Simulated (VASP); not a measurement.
These are AM05 GGA, VASP's PBE PAW potentials (set 64) (plane waves; VASP 6.6.1) values and carry that method's errors.

VASP ran on this input.

POSCAR:
```
Zr
1.0
  1.6229207612  -2.8109811621   0.0000000000
  1.6229207612   2.8109811621   0.0000000000
  0.0000000000   0.0000000000   5.2272071947
Zr
2
Direct
  0.3333330000   0.6666670000   0.2500000000
  0.6666670000   0.3333330000   0.7500000000
```

### INCAR
```
! general
SYSTEM =Zr
PREC   =Accurate
ENCUT  =520
LREAL  =F
LASPH  =T   ! aspherical one-centre terms

! electronic loop
EDIFF  =1E-7   ! SCF stop (eV)
NELM   =100   ! most electronic steps
ALGO   =Normal   ! blocked Davidson
LMAXMIX=4

! smearing
ISMEAR =1   ! Methfessel-Paxton
SIGMA  =0.1   ! width (eV)

! functional
GGA    =AM

! ions
IBRION =2   ! conjugate gradients
NSW    =30   ! most ionic steps
ISIF   =4   ! ions and shape, fixed volume
EDIFFG =-0.01

! output
LWAVE  =F
LCHARG =F
```

**KPOINTS**
```
Regular mesh
0
Gamma
 13 13 7
```

POTCAR, in this order: Zr_sv (PBE.64 set). Program: vasp_std.

The run wrote:

**OSZICAR**
```
       N       E                     dE             d eps       ncg     rms          rms(c)
DAV:   1     0.214203163246E+03    0.21420E+03   -0.13600E+04  2696   0.148E+03
DAV:   2    -0.371619768619E+01   -0.21792E+03   -0.21608E+03  3328   0.410E+02
DAV:   3    -0.182080273109E+02   -0.14492E+02   -0.14332E+02  5120   0.783E+01
DAV:   4    -0.184840367418E+02   -0.27601E+00   -0.27588E+00  2952   0.119E+01
DAV:   5    -0.184917443456E+02   -0.77076E-02   -0.77076E-02  4328   0.134E+00    0.141E+01
DAV:   6    -0.177829762561E+02    0.70877E+00   -0.11053E+00  2760   0.903E+00    0.544E+00
DAV:   7    -0.176351726363E+02    0.14780E+00   -0.71282E-01  3960   0.620E+00    0.116E+00
DAV:   8    -0.176385078084E+02   -0.33352E-02   -0.36729E-02  3568   0.171E+00    0.323E-01
DAV:   9    -0.176388729966E+02   -0.36519E-03   -0.27353E-03  3296   0.548E-01    0.334E-02
DAV:  10    -0.176388447023E+02    0.28294E-04   -0.84334E-05  4152   0.567E-02    0.234E-02
DAV:  11    -0.176388509453E+02   -0.62430E-05   -0.11340E-05  2984   0.442E-02    0.225E-03
DAV:  12    -0.176388510626E+02   -0.11725E-06   -0.44558E-07  3264   0.541E-03    0.184E-03
DAV:  13    -0.176388509249E+02    0.13772E-06   -0.38849E-08  1928   0.183E-03    0.557E-04
DAV:  14    -0.176388508808E+02    0.44046E-07   -0.97257E-09  1936   0.862E-04
   1 F= -.17638851E+02 E0= -.17639001E+02  d E =-.176389E+02
       N       E                     dE             d eps       ncg     rms          rms(c)
DAV:   1    -0.176390393175E+02   -0.18839E-03   -0.10175E-02  2704   0.945E-01    0.709E-02
DAV:   2    -0.176389140662E+02    0.12525E-03   -0.31876E-04  3104   0.141E-01    0.336E-02
DAV:   3    -0.176388782411E+02    0.35825E-04   -0.14806E-04  3728   0.873E-02    0.563E-03
DAV:   4    -0.176388783310E+02   -0.89944E-07   -0.24126E-06  3080   0.148E-02    0.263E-03
DAV:   5    -0.176388784515E+02   -0.12049E-06   -0.12167E-07  2400   0.346E-03    0.198E-04
DAV:   6    -0.176388784419E+02    0.95879E-08   -0.84675E-09  1712   0.863E-04
   2 F= -.17638878E+02 E0= -.17639007E+02  d E =-.275611E-04
```

**OUTCAR**
```
------------------------ aborting loop because EDIFF is reached ----------------------------------------
  FORCE on cell =-STRESS in cart. coord.  units (eV):
  Direction    XX          YY          ZZ          XY          YZ          ZX
  --------------------------------------------------------------------------------------
  Total       -1.5215545     -1.5215545     -1.5410272      0.0000000      0.0000000     -0.0000000
  in kB      -51.1143855    -51.1143837    -51.7685393      0.0000000      0.0000000     -0.0000000
  external PRESSURE =     -51.3324362 kB  Pullay stress =       0.0000000 kB
  volume of cell :       47.69
      direct lattice vectors                 reciprocal lattice vectors
     1.623566663 -2.812099901  0.000000000     0.307963948 -0.177803072  0.000000000
     1.623566663  2.812099901  0.000000000     0.307963948  0.177803072 -0.000000000
     0.000000000  0.000000000  5.223048943    -0.000000000  0.000000000  0.191459052
 POSITION                                       TOTAL-FORCE (eV/Angst)
 -----------------------------------------------------------------------------------
      1.62357      0.93737      1.30576         0.000000     -0.000000      0.000000
      1.62357     -0.93737      3.91729        -0.000000      0.000000      0.000000
 -----------------------------------------------------------------------------------
    total drift:                                0.000000      0.001141     -0.000019
  FREE ENERGIE OF THE ION-ELECTRON SYSTEM (eV)
  ---------------------------------------------------
  free  energy   TOTEN  =       -17.6388784419 eV

  energy  without entropy=      -17.6392646109  energy(sigma->0) =      -17.63900716

 reached required accuracy - stopping structural energy minimisation
```
(Selected blocks of OUTCAR.)

File CONTCAR:
```
Zr
   1.00000000000000
     1.6235666634600803   -2.8120999014758463    0.0000000000000000
     1.6235666634600803    2.8120999014758463    0.0000000000000000
     0.0000000000000000    0.0000000000000000    5.2230489432932226
  Zr
     2
Direct
     0.3333330000000032    0.6666669999999968    0.2500000000000000
     0.6666669999999968    0.3333330000000032    0.7500000000000000
```

The compound is Zr in the hcp structure. This cell is one point of a volume scan, at 1.06 of the reference volume. Symmetry was kept, so distortions that lower it aren't found.
